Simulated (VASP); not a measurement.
A convergence study with VASP on AlN (zinc blende): one setting is varied, all else stays as given below, so the limit is that of these other settings.

```yaml
crystal:
  lattice:
    - [0.00000, 2.19000, 2.19000]
    - [2.19000, 0.00000, 2.19000]
    - [2.19000, 2.19000, 0.00000]
  atoms:
    - { symbol: Al, position: [0.00000, 0.00000, 0.00000] }
    - { symbol: N, position: [0.25000, 0.25000, 0.25000] }
```

The numbers are results of PBE GGA, VASP's PBE PAW potentials (set 64) (plane waves; VASP), not measurements. The tightest run used: 700 eV cut-off, 20×20×20 Γ-centred mesh, Gaussian smearing of 0.050 eV, potentials Al N.

The reference is 20×20×20 mesh, which took about 2 core-minutes. The timings are rough (shared machines, no repeats); factors under 2 mean little.

Of the settings 1×1×1 mesh; 2×2×2 mesh; 3×3×3 mesh; 4×4×4 mesh; 5×5×5 mesh; 6×6×6 mesh; 7×7×7 mesh; 8×8×8 mesh; 9×9×9 mesh; 10×10×10 mesh; 11×11×11 mesh; 12×12×12 mesh; 13×13×13 mesh; 14×14×14 mesh; 15×15×15 mesh; 16×16×16 mesh; 17×17×17 mesh; 18×18×18 mesh; 19×19×19 mesh; 20×20×20 mesh, which is the lowest that keeps the difference from the reference in E (eV/atom) within 0.005 from there on, and what does it cost?

5×5×5 mesh; its cost over the reference is about 1/10.
| setting | difference in E (eV/atom) | cost over the reference |
|---|---|---|
| 1×1×1 mesh | 5.8533 | about 1/20 |
| 2×2×2 mesh | 0.7222 | about 1/30 |
| 3×3×3 mesh | 0.0999 | about 1/20 |
| 4×4×4 mesh | 0.0184 | about 1/10 |
| 5×5×5 mesh | 0.0038 | about 1/10 |
| 6×6×6 mesh | 0.0009 | about 1/9 |
| 7×7×7 mesh | 0.0002 | about 1/6 |
| 8×8×8 mesh | 0.0001 | about 1/5 |
| 9×9×9 mesh | 0.0000 | about 1/5 |
| 10×10×10 mesh | 0.0000 | about 1/3 |
| 11×11×11 mesh | 0.0000 | about 1/4 |
| 12×12×12 mesh | 0.0000 | about 1/2 |
| 13×13×13 mesh | 0.0000 | about 1/2 |
| 14×14×14 mesh | 0.0000 | about 1/2 |
| 15×15×15 mesh | 0.0000 | about 1/2 |
| 16×16×16 mesh | 0.0000 | within a factor of 2 |
| 17×17×17 mesh | 0.0000 | within a factor of 2 |
| 18×18×18 mesh | 0.0000 | within a factor of 2 |
| 19×19×19 mesh | 0.0000 | within a factor of 2 |
| 20×20×20 mesh | 0.0000 | reference |

Left out are rungs that failed or repeat a setting and relaxations that didn't move; long series are thinned to 24 rows.

The compound is AlN in the zinc blende structure, a metastable form; wurtzite is the usual one. The cell was not relaxed at this level.
